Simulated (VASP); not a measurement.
Given:

```yaml
crystal:
  lattice:
    - [1.58054, -2.73758, 0.00000]
    - [1.58054, 2.73758, 0.00000]
    - [0.00000, 0.00000, 4.97508]
  atoms:
    - { symbol: Hf, position: [0.33333, 0.66667, 0.25000] }
    - { symbol: Hf, position: [0.66667, 0.33333, 0.75000] }
```

All values below come from SCAN meta-GGA, VASP's PBE PAW potentials (set 64) (plane waves; VASP). Numerical set-up: 520 eV cut-off, 15×15×8 Γ-centred mesh, tetrahedra with Blöchl corrections, potentials Hf_pv.

Task: Give the energies of bands 7 to 13 at the high-symmetry points, in eV from the Fermi level.

Result: 
| band | Γ | M | K | A | L | H |
|---|---|---|---|---|---|---|
| 7 | -8.00 | -3.67 | -2.37 | -5.81 | -3.73 | -1.97 |
| 8 | -4.07 | -3.04 | -2.00 | -5.81 | -3.73 | -1.97 |
| 9 | 0.81 | -2.43 | -2.00 | 0.12 | -1.11 | -1.59 |
| 10 | 1.23 | -0.88 | -1.54 | 0.12 | -1.11 | -1.59 |
| 11 | 1.23 | 0.80 | 0.42 | 1.10 | 1.30 | -0.23 |
| 12 | 1.55 | 1.00 | 0.42 | 1.10 | 1.30 | -0.23 |
| 13 | 2.13 | 1.83 | 2.26 | 1.10 | 2.83 | 2.73 |

It has no gap at this level: it comes out as a metal or semimetal.

The compound is Hf in the hcp structure. It was relaxed first.
